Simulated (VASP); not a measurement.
TiC:

```
Ti C
1.0
     0.00000    2.16500    2.16500
     2.16500    0.00000    2.16500
     2.16500    2.16500    0.00000
Ti C
1 1
Direct
  0.00000 0.00000 0.00000
  0.50000 0.50000 0.50000
```

The cell was built by a generator and needn't be a form met in nature.

- Program: VASP 6.6.1
- Task: relaxation of cell and atoms
- Functional: RPBE
- Potentials or basis: VASP PAW PBE potentials, release 64 (Ti_sv, C)
- Cutoff: 600 eV
- k mesh: 18 × 18 × 18
- Occupations: methfessel-paxton, width 0.2 eV
- Spin: no spin polarisation

At the start: pressure 5.1 GPa; volume 10.15 Å³/atom.

Q: How do energy, volume and symmetry change on relaxing?

A: Over 3 steps the energy falls by 3.4 meV/atom and the volume is 10.36 Å³/atom (+2.1 %); space group Fm-3m (No. 225, to 0.05 Å).

Step by step:
```csv
step,energy change (eV),largest force (eV/Å),pressure (GPa),volume (Å³)
1,0.0000,0.0000,5.12,20.30
2,0.0032,0.0000,-5.69,21.26
3,-0.0067,0.0000,-0.06,20.72
```

Final structure:
```
Ti C
1.0
     0.00000    2.18008    2.18008
     2.18008    0.00000    2.18008
     2.18008    2.18008    0.00000
Ti C
1 1
Direct
  0.00000 0.00000 0.00000
  0.50000 0.50000 0.50000
```

Caveat: the PAW data sets were made with another functional, which shifts forces and pressure a little.
